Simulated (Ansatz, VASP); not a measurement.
**One calculation of ZrBrF, two programs**

```
Zr Br F
1.0
     3.37379    0.00000    0.00000
     0.00000    3.37379    0.00000
     0.00000    0.00000    5.22981
Zr Br F
1 1 1
Direct
  0.00000 0.00000 0.50000
  0.00000 0.00000 0.00000
  0.50000 0.50000 0.50000
```

Alike in both runs: functional PBE; k mesh 4 × 4 × 4; occupations gaussian, width 0.1 eV; no spin polarisation.

Ansatz relaxed the structure, and its values are those at the end. VASP's run is a single point on that final structure, the one shown.

|  | VASP | Ansatz |
| --- | --- | --- |
| version | VASP 6.6.1 | Ansatz 0.2.0 |
| potentials or method | VASP PAW PBE potentials, release 64 (Zr_sv, Br, F) | scalar-relativistic, plane waves, PAW |
| plane-wave cutoff (eV) | 520 | 420 |
| valence electrons in the cell | 26 | 26 |

```csv
,VASP,Ansatz,Ansatz less VASP
gap on the k mesh at the Fermi level (eV),none,none,-
pressure (GPa),0.0,0.0,0.00
```

A gap of «none» marks a metal or a gap that the smearing closes.

Caveats: the k mesh is coarse (spacing up to 0.47 Å⁻¹), so the values aren't converged.
